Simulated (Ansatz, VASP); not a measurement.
# SrCl2: VASP beside Ansatz, part 2 of 2

Wanted: the spread between two codes on one cell, functional and k mesh. The cell is taken from a series of runs on this material, whose earlier steps may have relaxed, scaled, displaced or heated it; both programs get it as it stands.

VASP 6.6.1 and Ansatz 0.2.0.

So far: The structure; VASP: relaxation of cell and atoms, PBE; Ansatz: relaxation of cell and atoms, PBE; Differences.

## Step 5: Ansatz: zone-centre phonons, PBE

Level of this step: Ansatz beside VASP: Kohn-Sham DFT, plane waves, PBE (Ansatz).

Second derivatives magnify differences that forces hide, and they need a tight electronic threshold.

The cell is taken from a series of runs on this material, whose earlier steps may have relaxed, scaled, displaced or heated it; both programs get it as it stands.

input.yaml reads:

```yaml
crystal:
  lattice:
    - [0.0, 3.4849169783, 3.4849169783]
    - [3.4849169783, 0.0, 3.4849169783]
    - [3.4849169783, 3.4849169783, 0.0]
  atoms:
    - { symbol: Sr, position: [0.0, 0.0, 0.0] }
    - { symbol: Cl, position: [0.25, 0.25, 0.25] }
    - { symbol: Cl, position: [0.75, 0.75, 0.75] }
kpoints:
  mp_grid: { grid: [6, 6, 6] }
hamiltonian:
  xc: pbe
scf:
  occupations: { method: fixed }
output:
  eigenvalues: true
phonons:
  method: dfpt
  dielectric: true
  rigid_motions: translations
  qmesh: [2, 2, 2]
  temperatures: { t_max: 1000, t_step: 50 }
  qpath:
    path:
      - [[0.0, 0.0, 0.0], [0.5, 0.0, 0.5], [0.625, 0.25, 0.625]]
      - [[0.375, 0.375, 0.75], [0.0, 0.0, 0.0], [0.5, 0.5, 0.5], [0.5, 0.25, 0.75], [0.5, 0.0, 0.5]]
    npoints: 10
```

The run is started by

```sh
$ ansatz run input.yaml --threads 4 --pin off --max-ram 8192MiB --backend cpu --events-out ev --progress --plain --runs-dir out
```

Numbers of over 12 decimals in the logs are rounded to 6 here.

Output:

```text
[...]
largest difference from the sums on the solved wave vectors: F 7.73e-2 eV, S 1.10e-4 and C_V 3.22e-5 eV/K
  zero-point energy: 0.074215 eV/cell   skipped modes (ω ≤ 0): 3   left out of the sums: 8.14e-5 of the cell's modes: C_V's classical limit lies that fraction below 3 k_B per atom; for a crystal, a wire or a layer, F and S can be off by more, and a phonons.interpolated_qmesh denser along its periods is the remedy for the sampling
[key lines of the parts left out:]
SCF converged after 8 iterations
Free energy (F): -5710.723218 eV
Fermi energy:    3.126864 eV
```

## Step 6: VASP: zone-centre phonons, PBE

The same cell, functional and mesh now go to VASP, with its own data sets.

INCAR reads:

```
SYSTEM = SrCl2
PREC = Accurate
ENCUT = 500
EDIFF = 1E-08
NELM = 120
ISMEAR = 0
SIGMA = 0.01
LREAL = .FALSE.
ALGO = Normal
GGA = PE
NBANDS = 18
LORBIT = 11
LWAVE = .FALSE.
LCHARG = .FALSE.
ISIF = 2
IBRION = 8
LEPSILON = .TRUE.
LASPH = .TRUE.
GGA_COMPAT = .FALSE.
EFERMI = MIDGAP
KPAR = 2
```

POSCAR reads:

```
SrCl2
1.0
    0.0000000000      3.4849169783      3.4849169783
    3.4849169783      0.0000000000      3.4849169783
    3.4849169783      3.4849169783      0.0000000000
Sr Cl
1 2
Direct
    0.0000000000      0.0000000000      0.0000000000
    0.2500000000      0.2500000000      0.2500000000
    0.7500000000      0.7500000000      0.7500000000
```

KPOINTS reads:

```
Automatic mesh
0
Gamma
6 6 6
0 0 0
```

PAW data sets: Sr_sv and Cl (PBE family, release 64).

The run is started by

```sh
$ mpirun -np 2 vasp_std
```

Output:

```text
[... set-up lines as in an earlier step ...]
 entering main loop
       N       E                     dE             d eps       ncg     rms          rms(c)
DAV:   1     0.138490598497E+03    0.13849E+03   -0.11175E+04   576   0.116E+03
DAV:   2    -0.436264404347E+01   -0.14285E+03   -0.13788E+03   752   0.225E+02
DAV:   3    -0.128013784125E+02   -0.84387E+01   -0.84198E+01   734   0.561E+01
DAV:   4    -0.130539826900E+02   -0.25260E+00   -0.25244E+00  1022   0.828E+00
[...]
DAV:  13    -0.127801617696E+02   -0.15067E-05   -0.19511E-06   816   0.790E-03    0.533E-03
DAV:  14    -0.127801616809E+02    0.88688E-07   -0.48251E-07   680   0.425E-03    0.170E-03
DAV:  15    -0.127801616886E+02   -0.76470E-08   -0.22725E-08   808   0.100E-03
   1 F= -.12780162E+02 E0= -.12780162E+02  d E =0.000000E+00
 Linear response reoptimize wavefunctions to high precision
DAV:   1    -0.127801617382E+02   -0.49613E-07   -0.30374E-09   608   0.415E-04
DAV:   2    -0.127801617381E+02    0.40927E-10   -0.12316E-10   508   0.745E-05
 Linear response G [H, r] |phi>, progress :
  Direction:   1
[...]
RMM:  18    -0.301927151672E+00    0.47520E-08    0.68424E-08  2676   0.151E-04    0.241E-07
 first order change of Fermi-energy   0.16748E-04
 force on displaced ion       1 direction 1 :  -2.769   0.000   0.000
 Born effective charge ion    1 direction 1 :   2.498   0.000   0.000
 Linear response progress:
  Degree of freedom:   2/  2
       N       E                     dE             d eps       ncg     rms          rms(c)
RMM:   1    -0.203746702352E+00   -0.20375E+00   -0.14953E-02  3673   0.236E+00
RMM:   2    -0.201057630421E+00    0.26891E-02   -0.49652E-03  2845   0.382E-01    0.163E-01
RMM:   3    -0.201681587678E+00   -0.62396E-03   -0.27079E-04  3085   0.853E-02    0.958E-02
RMM:   4    -0.202438377032E+00   -0.75679E-03   -0.18665E-04  3027   0.596E-02    0.168E-02
[...]
RMM:  22    -0.202347001412E+00    0.80727E-10   -0.54613E-07  3724   0.171E-04    0.187E-07
RMM:  23    -0.202347001385E+00    0.26459E-10   -0.54969E-07  3744   0.171E-04    0.160E-07
RMM:  24    -0.202347001298E+00    0.87633E-10   -0.54076E-07  3754   0.171E-04    0.159E-07
 first order change of Fermi-energy   0.84033E-05
 force on displaced ion       2 direction 1 :  -2.828   0.000   0.000
 Born effective charge ion    2 direction 1 :  -1.249   0.000   0.000
 Born effective charges drift removed
 Linear response finished
```

From OUTCAR (step 6):

```text
  Total        0.6212315      0.6212315      0.6212315      0.0000000      0.0000000      0.0000000
  in kB       11.7586306     11.7586306     11.7586306      0.0000000      0.0000000      0.0000000
  external PRESSURE =      11.7586306 kB  Pullay stress =       0.0000000 kB

 POSITION                                       TOTAL-FORCE (eV/Angst)
 -----------------------------------------------------------------------------------
      0.00000      0.00000      0.00000         0.000000     -0.000000      0.000000
      1.74246      1.74246      1.74246        -0.000000      0.000000      0.000000
      5.22738      5.22738      5.22738         0.000000     -0.000000     -0.000000
 -----------------------------------------------------------------------------------
    total drift:                                0.000000      0.000000      0.000000

 MACROSCOPIC STATIC DIELECTRIC TENSOR (including local field effects in DFT)
 ------------------------------------------------------
           2.927972     0.000000     0.000000
           0.000000     2.927972     0.000000
          -0.000000     0.000000     2.927972
 ------------------------------------------------------

 MACROSCOPIC STATIC DIELECTRIC TENSOR IONIC CONTRIBUTION
 ------------------------------------------------------
           4.815033    -0.000000    -0.000000
          -0.000000     4.815033    -0.000000
          -0.000000    -0.000000     4.815033
 ------------------------------------------------------

[... 1 part as in an earlier step ...]

[... 1 further part left out ...]
```

## Step 7: Comparison

What differs besides the data sets and the points named for the pairs above, as far as they apply: VASP's run holds the zone centre alone. Total energies have different zeros and are not compared.

Both answers:

| quantity | Ansatz | VASP | difference |
| --- | --- | --- | --- |
| ε∞ xx | 2.92 | 2.93 | -0.24 % |
| ε∞ yy | 2.92 | 2.93 | -0.24 % |
| ε∞ zz | 2.92 | 2.93 | -0.24 % |
| Born charge of Sr1 (mean of the diagonal) (e) | 2.50 | 2.50 | 0.00 |
| Born charge of Cl2 (mean of the diagonal) (e) | -1.25 | -1.25 | 0.00 |
| optical mode 1 to 3 (cm⁻¹) | 137.0 | 138.7 | -1.23 % |
| optical mode 4 to 6 (cm⁻¹) | 179.9 | 181.0 | -0.59 % |

Modes are paired by rising frequency, not by their patterns, so a pair may set unlike modes beside each other; they are those without the splitting of longitudinal modes.

## Step 8: Summary of results

| Item | Value |
| --- | --- |
| difference in volume (relaxation of cell and atoms, PBE) | -0.15 % |
| r.m.s. difference of the optical zone-centre modes, each program's sorted by frequency (zone-centre phonons, PBE) | 1.4 cm⁻¹ |
| difference in optical mode 1 to 3 (zone-centre phonons, PBE) | -1.2 % |

What this shows: The difference in volume is -0.15 % (relaxation of cell and atoms, PBE), within the 1.2 % picked in this series as the mark of a large difference, as far as the stopping tolerances let one tell. Among the rows given in per cent, the largest difference of the zone-centre phonons, PBE pair is in optical mode 1 to 3, -1.2 %. Such differences can come from data sets, numerical settings and the points named under the comparisons, not from the functional's error against experiment.

[Lines on the potential files, build, host, timing and source positions are cut from VASP's logs without a mark.]

[Logs are printed without paths, hosts, clocks, repeated set-up lines and the standing remarks that a program may print on its own settings, such as how far it seeks lower states.]

[Hosts, paths, dates, database ids (printed as entryN), source tags and the programs' standing remarks are cut or masked in the printed files.]
